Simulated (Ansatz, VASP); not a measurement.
**Zn10In18Sn11O59 (amorphous 30In2O3-33ZnO-37SnO2 (mol %)) in two plane-wave programs**

Aim: how closely do two programs agree when they are given the same cell, functional and k mesh? Of the first pair: The structure shown is the start of the Ansatz relaxation below; VASP solves that cell, so the two are compared at the walk's first step.

Calculated with Ansatz 0.2.0; plane waves, with VASP 6.6.1 beside it; single point at PBE.

### Step 1. The starting structure

The cell holds 98 atoms: 18 In, 10 Zn, 11 Sn and 59 O. Cell: a = 10.945 Å, b = 10.945 Å, c = 10.945 Å, α = 90.0°, β = 90.0°, γ = 90.0°. As first built, before any earlier steps moved the atoms (in the runner's words): 98 atoms (18 Sc, 10 Zn, 11 Sn, 59 O) placed at random at 4.81 g/cm^3, melted at 5000 K for 10 ps at fixed volume with the Morse and Coulomb pair potential with partial charges (Pedone, Malavasi, Menziani, Cormack and Segre, J. Phys. Chem. B 110, 11780 (2006)). Quenched from 5000 K to 300 K at 100 K/ps and fixed volume, held 10 ps at zero pressure, then minimised at fixed cell. Then Sc was replaced by In and the cell scaled by 1.022 (the potential has no terms for the new elements, so the cell is a start for a DFT relaxation).

### Step 2. Ansatz: relaxation, PBE

Ansatz runs on its default PAW (the set named soft_2) files.

The two programs are compared at the cell with which this relaxation starts, whose forces are those of its first step.

Input file input.yaml:

```yaml
crystal:
  lattice:
    - [10.94523, 0.0, 0.0]
    - [0.0, 10.94523, 0.0]
    - [0.0, 0.0, 10.94523]
  atoms:
    - { symbol: In, position: [0.11217, 0.32183, 0.31642] }
    - { symbol: In, position: [0.0817, 0.67943, 0.66143] }
    - { symbol: In, position: [0.78885, 0.76146, 0.84019] }
    - { symbol: In, position: [0.51588, 0.60874, 0.64774] }
    - { symbol: In, position: [0.28129, 0.1117, 0.50801] }
    - { symbol: In, position: [0.76989, 0.47351, 0.83519] }
    - { symbol: In, position: [0.29518, 0.47671, 0.82362] }
    - { symbol: In, position: [0.59426, 0.61966, 0.31998] }
    - { symbol: In, position: [0.50912, 0.18262, 0.3575] }
    - { symbol: In, position: [0.80404, 0.1191, 0.45635] }
    - { symbol: In, position: [0.54033, 0.97803, 0.9277] }
    - { symbol: In, position: [0.02479, 0.96778, 0.65896] }
    - { symbol: In, position: [0.77642, 0.20029, 0.72396] }
    - { symbol: In, position: [0.03843, 0.25954, 0.94826] }
    - { symbol: In, position: [0.30634, 0.11734, 0.12265] }
    - { symbol: In, position: [0.32196, 0.76821, 0.44247] }
    - { symbol: In, position: [0.49317, 0.66722, 0.00029] }
    - { symbol: In, position: [0.28556, 0.10653, 0.8061] }
    - { symbol: Zn, position: [0.81265, 0.75735, 0.10156] }
    - { symbol: Zn, position: [0.33126, 0.79959, 0.75149] }
    - { symbol: Zn, position: [0.25895, 0.79869, 0.13463] }
    - { symbol: Zn, position: [0.03864, 0.63953, 0.31253] }
    - { symbol: Zn, position: [0.51292, 0.30327, 0.60174] }
    - { symbol: Zn, position: [0.81473, 0.86058, 0.36963] }
    - { symbol: Zn, position: [0.81765, 0.08221, 0.18566] }
    - { symbol: Zn, position: [0.80129, 0.03599, 0.92678] }
    - { symbol: Zn, position: [0.89328, 0.48146, 0.15998] }
    - { symbol: Zn, position: [0.60085, 0.40843, 0.13485] }
    - { symbol: Sn, position: [0.0395, 0.95981, 0.0356] }
    - { symbol: Sn, position: [0.02509, 0.35938, 0.66167] }
[... 62 atom lines left out ...]
    - { symbol: O, position: [0.66786, 0.98785, 0.07779] }
    - { symbol: O, position: [0.69692, 0.07378, 0.60608] }
    - { symbol: O, position: [0.95352, 0.99351, 0.47447] }
    - { symbol: O, position: [0.88462, 0.87511, 0.96681] }
    - { symbol: O, position: [0.69745, 0.8136, 0.5248] }
    - { symbol: O, position: [0.6777, 0.69501, 0.98674] }
kpoints:
  mp_grid: { grid: [1, 1, 1] }
hamiltonian:
  xc: pbe
scf:
  occupations: { method: gaussian, width: 0.025 }
output:
  forces: true
relax:
  f_tol: 0.05
  max_steps: 120
```

On the command line:

```bash
$ ansatz run input.yaml --threads 4 --pin off --max-ram 8192MiB --backend cpu --events-out ev --progress --plain --runs-dir out
```

Numbers of over 12 decimals in the logs are rounded to 6 here.

Log:

```text
Engine: ansatz 0.2.0, x86_64-unknown-linux-gnu
Pseudopotentials: kind: paw
Pseudopotential: In, paw, valence charge 13, recommended cutoff 420 eV (normal), In.paw.azcp
Pseudopotential: Zn, paw, valence charge 12, recommended cutoff 420 eV (normal), Zn.paw.azcp
Pseudopotential: Sn, paw, valence charge 14, recommended cutoff 420 eV (normal), Sn.paw.azcp
Pseudopotential: O, paw, valence charge 6, recommended cutoff 420 eV (normal), O.paw.azcp
Functional definition: PBE
  parameter kappa = 0.804
  parameter beta = 0.066725
  exchange = pbe_x(kappa = kappa, mu = beta*pi^2/3)
  correlation = pbe_c(beta = beta)
Crystal: 98 atoms, lattice volume = 1311.217 Å³
Basis set: ecut = 420 eV, 25677 PW (Γ), exchange–correlation on 150×150×150 points (8 copies of the dense FFT grid, shifted against one another)
Bands: 529, of which v1, the nominal top of the filled ones, is band 431 counted from 1 (430 counted from 0)
Symmetry: 1 space group operations
Space group: P1 (ITA 1), of the structure as read, at distance tolerance 1.1e-4 Å
k-points: 1
Non-local potential: In, projectors of the file, l = 0: 2, l = 1: 2, l = 2: 2, l = 3: 2
Non-local potential: Zn, projectors of the file, l = 0: 2, l = 1: 2, l = 2: 3, l = 3: 1
Non-local potential: Sn, projectors of the file, l = 0: 2, l = 1: 2, l = 2: 2, l = 3: 2
Non-local potential: O, projectors of the file, l = 0: 2, l = 1: 2, l = 2: 1
PAW form: soft (Blöchl's): semilocal exchange-correlation on the pseudo side does not see the compensation charge
PAW one-centre angular grid: In, 590 points (default); XC on 64 Gauss nodes
PAW one-centre angular grid: Zn, 590 points (default); XC on 64 Gauss nodes
PAW one-centre angular grid: Sn, 590 points (default); XC on 64 Gauss nodes
PAW one-centre angular grid: O, 110 points (default); XC on 64 Gauss nodes
Initial density: superposition of atomic densities (neutral atoms: chi_scale 0, normalization atom), corrected by the library's trained network
Initial wavefunctions: pseudopotential atomic-orbital guess
Functional: x = pbe(κ = 0.804, μ = 0.219515), c = pbe(β = 0.066725)
SCF iter   1: F=—  HF=-233686.100470 eV  |F-HF|=—  |Δ(HF+E_count)|=         —  Δρ=2.49e-3  dr2=8.13e-2  ethr=1.77e-3  ⟨swp⟩=6.0  Hψ=2192  notcnv=0  defer=17
preconditioner: auto → Resta (q_TF=auto, 2.544 Å⁻¹)  ε∞=4.6  [insulator: Δε(μ)=0.393 eV  Ē_g=15.908 eV  σ=0.025 eV  W_gap=1.00  n_scr=364 (ndim 8)  ℏωp=30.1 eV  f_vac=0.057  D(μ)=0.00/eV (n_scr^D=0)  ε∞_Penn≈4.6]
SCF iter   2: F=—  HF=-233686.102701 eV  |F-HF|=—  |Δ(HF+E_count)|=   2.23e-3  Δρ=1.36e-3  dr2=1.71e-2  ethr=9.43e-6  ⟨swp⟩=2.0  Hψ=992  notcnv=0  defer=91
SCF iter   3: F=—  HF=-233686.101445 eV  |F-HF|=—  |Δ(HF+E_count)|=   1.26e-3  Δρ=6.03e-4  dr2=5.88e-3  ethr=1.98e-6  ⟨swp⟩=2.0  Hψ=772  notcnv=0  defer=91
SCF iter   4: F=—  HF=-233686.102031 eV  |F-HF|=—  |Δ(HF+E_count)|=   5.86e-4  Δρ=1.85e-4  dr2=4.73e-4  ethr=6.82e-7  ⟨swp⟩=2.0  Hψ=665  notcnv=0  defer=91
SCF iter   5: F=—  HF=-233686.102117 eV  |F-HF|=—  |Δ(HF+E_count)|=   8.57e-5  Δρ=1.17e-4  dr2=1.77e-4  ethr=5.49e-8  ⟨swp⟩=2.0  Hψ=813  notcnv=0  defer=91
SCF iter   6: F=-233686.102142 eV  HF=-233686.102140 eV  |F-HF|=1.17e-6  |Δ(HF+E_count)|=   2.34e-5  Δρ=3.83e-5  dr2=1.92e-5  ethr=7.25e-9  ⟨swp⟩=2.0  Hψ=1746  notcnv=0
SCF 1 converged in 6 iterations: F = -233686.102142 eV  dr2 = 1.92e-5
  greatest PAW one-centre occupation: 0.996 electrons in one spin orbital (limit 2), on the Sn atom at site 33 (counted from 0), in its partial waves of l = 2
relax step   1: F+E_penalty+E_count = -233686.10214156 eV  Δ(F+E_penalty+E_count) = +0.000e0 eV  max|allowed force component| = 8.556e-1 eV/Å  Δτ_max = 0.0000 Å  (6 SCF iters, dr2 threshold 6.25e-5 eV, accepted)
Initial density: handed on by an earlier stage of this run
Initial wavefunctions: those handed on with the density
iter 1 solved again at ethr=1.34e-4 eV; its pass at ethr=3.10e-3 eV (dr2=1.15e0 eV) is discarded
SCF iter   1: F=—  HF=-233687.513815 eV  |F-HF|=—  |Δ(HF+E_count)|=         —  Δρ=1.39e-2  dr2=1.15e0  ethr=1.34e-4  ⟨swp⟩=1.0  Hψ=1974  notcnv=0  defer=91
preconditioner: auto → Resta (q_TF=auto, 2.544 Å⁻¹)  ε∞=4.6  [insulator: Δε(μ)=0.380 eV  Ē_g=15.881 eV  σ=0.025 eV  W_gap=1.00  n_scr=364 (ndim 8)  ℏωp=30.1 eV  f_vac=0.056  D(μ)=0.00/eV (n_scr^D=0)  ε∞_Penn≈4.6]
SCF iter   2: F=—  HF=-233687.190682 eV  |F-HF|=—  |Δ(HF+E_count)|=   3.23e-1  Δρ=6.35e-3  dr2=2.25e-1  ethr=1.34e-4  ⟨swp⟩=2.0  Hψ=876  notcnv=0  defer=91
SCF iter   3: F=—  HF=-233687.157855 eV  |F-HF|=—  |Δ(HF+E_count)|=   3.28e-2  Δρ=2.55e-3  dr2=7.07e-2  ethr=2.61e-5  ⟨swp⟩=2.0  Hψ=876  notcnv=0  defer=91
SCF iter   4: F=—  HF=-233687.147932 eV  |F-HF|=—  |Δ(HF+E_count)|=   9.92e-3  Δρ=7.62e-4  dr2=8.44e-3  ethr=8.21e-6  ⟨swp⟩=2.0  Hψ=796  notcnv=0  defer=91
SCF iter   5: F=—  HF=-233687.145742 eV  |F-HF|=—  |Δ(HF+E_count)|=   2.19e-3  Δρ=3.95e-4  dr2=2.12e-3  ethr=9.79e-7  ⟨swp⟩=2.0  Hψ=756  notcnv=0  defer=91
[...]
atom  89  O     -0.00201804    -0.00883454     0.00052397
  atom  90  O      0.00249690     0.00000134     0.00381287
  atom  91  O     -0.00919434     0.00871085    -0.00309111
  atom  92  O      0.00571148    -0.00239350     0.00705324
  atom  93  O     -0.01049131     0.00340187     0.01178668
  atom  94  O     -0.00104200    -0.01142319    -0.00216131
  atom  95  O     -0.00247474    -0.00046371    -0.00086101
  atom  96  O     -0.00146215    -0.00026279     0.00980601
  atom  97  O     -0.01220717     0.00581395     0.00251871
  atom  98  O     -0.01981616     0.00471815     0.00243401
  max |Σ_I F_I| component: 2.68e-5 eV/Å
--- Relaxed structure (9 steps of the walk, 9 accepted, 0 SCFs on fresh bases) ---
  F+E_penalty+E_count = -233688.18913632 eV   max|allowed force component| = 4.348e-2 eV/Å
  atoms:
    - { symbol: In, position: [0.103205, 0.311545, 0.319706] }
    - { symbol: In, position: [0.078985, 0.675225, 0.672236] }
    - { symbol: In, position: [0.786759, 0.770959, 0.824930] }
    - { symbol: In, position: [0.512630, 0.626316, 0.653865] }
    - { symbol: In, position: [0.291512, 0.108826, 0.515759] }
    - { symbol: In, position: [0.763361, 0.487854, 0.857516] }
    - { symbol: In, position: [0.293762, 0.453814, 0.823133] }
    - { symbol: In, position: [0.591139, 0.631853, 0.330298] }
    - { symbol: In, position: [0.520991, 0.192586, 0.363059] }
    - { symbol: In, position: [0.826811, 0.110402, 0.452429] }
    - { symbol: In, position: [0.518631, 0.969506, 0.922447] }
    - { symbol: In, position: [0.023194, 0.973973, 0.661691] }
    - { symbol: In, position: [0.766977, 0.198678, 0.720959] }
    - { symbol: In, position: [0.017525, 0.258082, 0.943261] }
    - { symbol: In, position: [0.311965, 0.136217, 0.150858] }
    - { symbol: In, position: [0.325197, 0.761382, 0.439151] }
    - { symbol: In, position: [0.492941, 0.651423, -0.0026751] }
    - { symbol: In, position: [0.269501, 0.120770, 0.819693] }
    - { symbol: Zn, position: [0.806697, 0.734542, 0.085049] }
    - { symbol: Zn, position: [0.321246, 0.810338, 0.757409] }
    - { symbol: Zn, position: [0.261563, 0.785252, 0.124742] }
    - { symbol: Zn, position: [0.040032, 0.645089, 0.310797] }
    - { symbol: Zn, position: [0.493154, 0.312398, 0.628151] }
    - { symbol: Zn, position: [0.815145, 0.850232, 0.345069] }
    - { symbol: Zn, position: [0.845925, 0.091844, 0.199456] }
    - { symbol: Zn, position: [0.788790, 0.036225, 0.937709] }
    - { symbol: Zn, position: [0.897923, 0.474038, 0.154203] }
    - { symbol: Zn, position: [0.601195, 0.399758, 0.145729] }
    - { symbol: Sn, position: [0.040930, 0.954829, 0.037588] }
    - { symbol: Sn, position: [0.017807, 0.367592, 0.659789] }
    - { symbol: Sn, position: [0.066553, 0.611740, 0.986046] }
    - { symbol: Sn, position: [0.814349, 0.385180, 0.392982] }
    - { symbol: Sn, position: [0.585483, 0.925425, 0.601060] }
    - { symbol: Sn, position: [0.815090, 0.666109, 0.554652] }
    - { symbol: Sn, position: [0.115715, 0.954210, 0.331447] }
    - { symbol: Sn, position: [0.530542, 0.272243, 0.901945] }
    - { symbol: Sn, position: [0.299781, 0.467181, 0.491616] }
    - { symbol: Sn, position: [0.564247, 0.905777, 0.207820] }
    - { symbol: Sn, position: [0.328977, 0.440759, 0.150575] }
    - { symbol: O, position: [0.882530, 0.286192, 0.557733] }
    - { symbol: O, position: [0.966017, 0.942167, 0.216269] }
    - { symbol: O, position: [0.666551, 0.369855, 0.983637] }
    - { symbol: O, position: [0.412306, 0.659976, 0.823880] }
    - { symbol: O, position: [0.459776, 0.305911, 0.207154] }
    - { symbol: O, position: [0.646685, 0.126081, 0.864329] }
    - { symbol: O, position: [0.146234, 0.357504, 0.524637] }
    - { symbol: O, position: [0.484280, 0.065257, 0.525817] }
    - { symbol: O, position: [0.244055, 0.461570, 0.316130] }
    - { symbol: O, position: [0.908344, 0.621481, 0.877394] }
    - { symbol: O, position: [0.237652, 0.929162, 0.466737] }
    - { symbol: O, position: [0.492835, 0.554296, 0.168955] }
    - { symbol: O, position: [0.193104, 0.139839, 0.343989] }
    - { symbol: O, position: [0.383858, 0.970613, 0.792859] }
    - { symbol: O, position: [0.139847, 0.324308, 0.798154] }
    - { symbol: O, position: [0.151218, 0.840966, 0.718900] }
    - { symbol: O, position: [0.456154, 0.051805, 0.253280] }
    - { symbol: O, position: [0.452293, 0.582490, 0.458135] }
    - { symbol: O, position: [0.919249, 0.727116, 0.413814] }
    - { symbol: O, position: [0.683168, 0.256993, 0.427227] }
    - { symbol: O, position: [0.954742, 0.538172, 0.614400] }
    - { symbol: O, position: [0.744362, 0.446617, 0.230437] }
    - { symbol: O, position: [0.628778, 0.874497, 0.778379] }
    - { symbol: O, position: [0.978202, 0.464108, 0.329588] }
[...]
- { symbol: O, position: [0.393481, 0.260828, 0.773998] }
    - { symbol: O, position: [0.416820, 0.138951, 0.985482] }
    - { symbol: O, position: [0.650329, 0.971497, 0.059828] }
    - { symbol: O, position: [0.727578, 0.048862, 0.601669] }
    - { symbol: O, position: [0.981789, 0.993418, 0.469322] }
    - { symbol: O, position: [0.873965, 0.875052, 0.972273] }
    - { symbol: O, position: [0.682830, 0.794965, 0.501768] }
    - { symbol: O, position: [0.683860, 0.654598, 0.964827] }
```

### Step 3. VASP: single point, PBE, start cell, pair 1

The same cell, functional, mesh and smearing now go to VASP, with its own data sets.

Lines of VASP's logs that name or quote its potential files are left out, and so is its time.

Input file INCAR:

```
SYSTEM = Zn10In18Sn11O59
PREC = Accurate
ENCUT = 520
EDIFF = 1E-06
NELM = 120
ISMEAR = 0
SIGMA = 0.025
LREAL = Auto
ALGO = Normal
GGA = PE
NBANDS = 504
LORBIT = 11
LWAVE = .FALSE.
LCHARG = .FALSE.
ISIF = 2
LASPH = .TRUE.
GGA_COMPAT = .FALSE.
EFERMI = MIDGAP
NCORE = 2
```

Input file POSCAR:

```
Zn10In18Sn11O59
1.0
   10.9452300000      0.0000000000      0.0000000000
    0.0000000000     10.9452300000      0.0000000000
    0.0000000000      0.0000000000     10.9452300000
In Zn Sn O
18 10 11 59
Direct
    0.1121675835      0.3218296920      0.3164209432
    0.0816976893      0.6794283903      0.6614296822
    0.7888459174      0.7614641264      0.8401924857
    0.5158776928      0.6087400630      0.6477433549
    0.2812914850      0.1117016271      0.5080112524
    0.7698878872      0.4735122058      0.8351857384
    0.2951788131      0.4767099458      0.8236190560
    0.5942588689      0.6196580611      0.3199841392
    0.5091167568      0.1826183643      0.3574981978
    0.8040397506      0.1191021111      0.4563540465
    0.5403266994      0.9780333533      0.9277009254
    0.0247870534      0.9677823125      0.6589628541
    0.7764204133      0.2002881621      0.7239592041
    0.0384276986      0.2595377164      0.9482578256
    0.3063434939      0.1173387859      0.1226470344
    0.3219576016      0.7682067896      0.4424667184
    0.4931737387      0.6672221598      0.0002923648
    0.2855581838      0.1065304247      0.8061045771
    0.8126462395      0.7573527464      0.1015602230
    0.3312584569      0.7995903238      0.7514871775
    0.2589529868      0.7986858202      0.1346339912
    0.0386378358      0.6395297312      0.3125288368
    0.5129174992      0.3032736635      0.6017415806
    0.8147293387      0.8605757942      0.3696313371
    0.8176529867      0.0822093277      0.1856607856
    0.8012896942      0.0359882798      0.9267781490
    0.8932841064      0.4814608738      0.1599783650
    0.6008462134      0.4084336282      0.1348532648
    0.0394966574      0.9598062352      0.0355954146
    0.0250885546      0.3593802963      0.6616672286
[... 62 atom lines left out ...]
    0.6678617078      0.9878458470      0.0777873101
    0.6969245964      0.0737764305      0.6060813706
    0.9535203920      0.9935104150      0.4744715278
    0.8846227992      0.8751118067      0.9668138541
    0.6974545076      0.8135964251      0.5248039557
    0.6777016107      0.6950059524      0.9867403426
```

Input file KPOINTS:

```
Automatic mesh
0
Gamma
1 1 1
0 0 0
```

PAW data sets: In_d, Zn, Sn_d and O (PBE family, release 64).

On the command line:

```bash
$ mpirun -np 8 vasp_gam
```

Log:

```text
[banner, memory and clock lines left out]
running    8 mpi-ranks, on    1 nodes
[...]
LDA part: xc-table for (Slater+PW92), standard interpolation
 POSCAR, INCAR and KPOINTS ok, starting setup
[...]
entering main loop
       N       E                     dE             d eps       ncg     rms          rms(c)
DAV:   1     0.216029728327E+05    0.21603E+05   -0.35686E+05  1008   0.288E+03
DAV:   2     0.555317773160E+04   -0.16050E+05   -0.15395E+05  1008   0.898E+02
DAV:   3     0.438344442912E+03   -0.51148E+04   -0.48374E+04  1008   0.388E+02
DAV:   4    -0.551426760319E+03   -0.98977E+03   -0.95049E+03  1184   0.171E+02
[...]
DAV:  20    -0.528913119177E+03    0.28963E-06   -0.17440E-05  1112   0.167E-02    0.107E-02
DAV:  21    -0.528913120190E+03   -0.10132E-05   -0.68960E-06   968   0.784E-03    0.824E-03
DAV:  22    -0.528913120467E+03   -0.27692E-06   -0.13117E-06   616   0.596E-03
   1 F= -.52891312E+03 E0= -.52891312E+03  d E =-.128428E-25
```

Parts of OUTCAR (step 3):

```text
  FREE ENERGIE OF THE ION-ELECTRON SYSTEM (eV)
  ---------------------------------------------------
  free  energy   TOTEN  =      -528.9131204671 eV

  energy  without entropy=     -528.9131204671  energy(sigma->0) =     -528.91312047

[... 1 further part left out ...]
```

The run ends at a pressure of -0.16 GPa, with forces up to 1.2 eV/Å.

### Step 4. Comparison

Known differences besides the potentials themselves: the cutoff is 420 eV in Ansatz and 520 eV in VASP (PREC = Accurate, projectors in real space). Total energies have different zeros and are not compared.

Forces on 10 of the 98 atoms, those with the largest forces and the largest differences (eV/Å; atoms numbered as in POSCAR):

```csv
atom,"Ansatz x, y, z","VASP x, y, z"
In1,"-0.456, -0.651, 0.082","-0.468, -0.657, 0.082"
In9,"0.856, 0.023, -0.715","0.868, -0.008, -0.719"
Zn21,"-0.078, -0.179, -0.072","-0.014, -0.193, -0.086"
Zn28,"0.335, -0.666, -0.227","0.338, -0.690, -0.238"
Sn30,"-0.101, 0.735, -0.304","-0.080, 0.711, -0.294"
Sn32,"-0.168, -0.367, 0.097","-0.145, -0.379, 0.140"
O66,"0.565, -0.132, -0.525","0.553, -0.128, -0.518"
O67,"-0.095, -0.008, -0.005","-0.073, 0.039, -0.016"
O81,"-0.742, 0.257, 0.811","-0.766, 0.290, 0.824"
O83,"-0.146, -0.551, -0.694","-0.176, -0.549, -0.687"
```

The forces differ by 18 meV/Å r.m.s., which is 5.7 % of the r.m.s. force of 0.310 eV/Å (both taken over all components).

[end of part 1 of 2]

[Lines on the potential files, build, host, timing and source positions are cut from VASP's logs without a mark.]

[Logs are printed without paths, hosts, clocks, repeated set-up lines and the standing remarks that a program may print on its own settings, such as how far it seeks lower states.]

[Hosts, paths, dates, database ids (printed as entryN), source tags and the programs' standing remarks are cut or masked in the printed files.]
